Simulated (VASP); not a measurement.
A run of VASP 6.6.1:

File INCAR:

```
PREC = Accurate ; ENCUT = 400
EDIFF = 1E-6 ; ISMEAR = 0
SIGMA = 0.005 ; LREAL = False
LASPH = True ; NELM = 100
ALGO = Fast ; ISIF = 2
LWAVE = False ; LCHARG = False
GGA = MK ; LUSE_VDW = True
AGGAC = 0.0 ; PARAM1 = 0.1234
PARAM2 = 0.711357 ; ZAB_VDW = -1.8867
NBANDS = 20 ; ISYM = 0
```

File KPOINTS:

```
regular mesh
0
Gamma
  1 1 1
```

File POSCAR:

```
AlCl3
1.0
   13.5921454378      0.0000000000      0.0000000000
    0.0000000000     14.0921454378      0.0000000000
    0.0000000000      0.0000000000     14.5921454378
Al Cl
1 3
Direct
    0.5030000000      0.5047000000      0.5007000000
    0.4105000000      0.4308000000      0.5890000000
    0.5361000000      0.4492000000      0.3723000000
    0.5623000000      0.6343000000      0.5408000000
```

Potentials or basis: VASP PAW PBE potentials, release 64 (Al, Cl).

Command:

```bash
$ cat potpaw_PBE.64/Al/POTCAR potpaw_PBE.64/Cl/POTCAR > POTCAR
$ mpirun -np 4 vasp_gam > vasp.out
```

Hardware: 4 MPI ranks on AMD EPYC 9R45 (Zen 5), on a shared host.

Question: Estimate the wall time of this run.

Answer: It took 5.2 min on 4 MPI ranks on AMD EPYC 9R45 (Zen 5), with other jobs on the host, peak memory 1.4 GiB a rank. Counts: scf iterations 25, k points 1.
